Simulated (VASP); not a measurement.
Output of a VASP run:

### OSZICAR
```
       N       E                     dE             d eps       ncg     rms          rms(c)
DAV:   1     0.745227548692E+02    0.74523E+02   -0.87908E+03  1128   0.131E+03
DAV:   2    -0.120216125978E+02   -0.86544E+02   -0.80415E+02  1476   0.255E+02
DAV:   3    -0.154913800165E+02   -0.34698E+01   -0.34398E+01  1500   0.496E+01
DAV:   4    -0.155797918344E+02   -0.88412E-01   -0.88383E-01  1492   0.749E+00
DAV:   5    -0.155822403728E+02   -0.24485E-02   -0.24483E-02  1524   0.875E-01    0.191E+01
DAV:   6    -0.135804662069E+02    0.20018E+01   -0.10091E+01  1296   0.245E+01    0.225E+01
DAV:   7    -0.134329209192E+02    0.14755E+00   -0.58873E-01  1348   0.707E+00    0.128E+01
DAV:   8    -0.133882576533E+02    0.44663E-01   -0.15697E-01  1252   0.412E+00    0.113E+00
DAV:   9    -0.133875415762E+02    0.71608E-03   -0.96282E-03  1800   0.824E-01    0.258E-01
DAV:  10    -0.133876145752E+02   -0.72999E-04   -0.65645E-04  1300   0.264E-01    0.852E-02
DAV:  11    -0.133876147391E+02   -0.16396E-06   -0.11112E-04  1328   0.970E-02    0.190E-02
DAV:  12    -0.133876153786E+02   -0.63952E-06   -0.98103E-06  1272   0.320E-02    0.646E-03
DAV:  13    -0.133876154364E+02   -0.57750E-07   -0.74949E-07  1472   0.940E-03
   1 F= -.13387615E+02 E0= -.13387615E+02  d E =0.000000E+00
```

**OUTCAR**
```
------------------------ aborting loop because EDIFF is reached ----------------------------------------
  FORCE on cell =-STRESS in cart. coord.  units (eV):
  Direction    XX          YY          ZZ          XY          YZ          ZX
  --------------------------------------------------------------------------------------
  Total        0.0016548      0.0016548      0.0016548     -0.0000000     -0.0000000      0.0000000
  in kB        0.0810080      0.0810080      0.0810080     -0.0000000     -0.0000000      0.0000000
  external PRESSURE =       0.0810080 kB  Pullay stress =       0.0000000 kB
  volume of cell :       32.73
      direct lattice vectors                 reciprocal lattice vectors
     0.000000000  2.538846715  2.538846715    -0.196939814  0.196939814  0.196939814
     2.538846715  0.000000000  2.538846715     0.196939814 -0.196939814  0.196939814
     2.538846715  2.538846715  0.000000000     0.196939814  0.196939814 -0.196939814
  FREE ENERGIE OF THE ION-ELECTRON SYSTEM (eV)
  ---------------------------------------------------
  free  energy   TOTEN  =       -13.3876154364 eV

  energy  without entropy=      -13.3876154364  energy(sigma->0) =      -13.38761544

 total charge

# of ion       s       p       d       tot
------------------------------------------
    1        2.020   5.816   0.281   8.116
    2        1.542   3.413   0.000   4.956
--------------------------------------------------
tot          3.562   9.229   0.281  13.072
```
(Selected blocks of OUTCAR.)

**POSCAR**
```
SrO
1
    0.0000000000     2.5388467148     2.5388467148
    2.5388467148     0.0000000000     2.5388467148
    2.5388467148     2.5388467148     0.0000000000
Sr O
1 1
Direct
  0.0000000000   0.0000000000   0.0000000000
  0.5000000000   0.5000000000   0.5000000000
```

Problem. Write an INCAR and KPOINTS that could have produced this output.

Solution. This is not unique; one that fits is the input of the run itself, LDA (Ceperley-Alder, Perdew-Zunger), plane waves, VASP's LDA PAW potentials (set 64).

File KPOINTS:
```
Automatic
0
gamma
  10 10 10
0 0 0
```

### INCAR
```
LASPH  =  .TRUE.
SYSTEM  =  SrO
LREAL  =  .FALSE.
ISIF  =  2   ! forces and stress, cell fixed
LORBIT  =  11   ! lm-projected
NELM  =  100   ! most electronic steps
LCHARG  =  .TRUE.
ENCUT  =  520
ALGO  =  Normal   ! blocked Davidson
NEDOS  =  601   ! DOS grid
PREC  =  Accurate
EDIFF  =  1E-7   ! SCF stop (eV)
LMAXMIX  =  4   ! l cut-off of mixed one-centre charges
LWAVE  =  .FALSE.
ISMEAR  =  -5   ! tetrahedra, Bloechl
```

POTCAR, in this order: Sr_sv O (LDA.64 set). Program: vasp_std.

The compound is SrO in the rock salt structure. It was relaxed first.
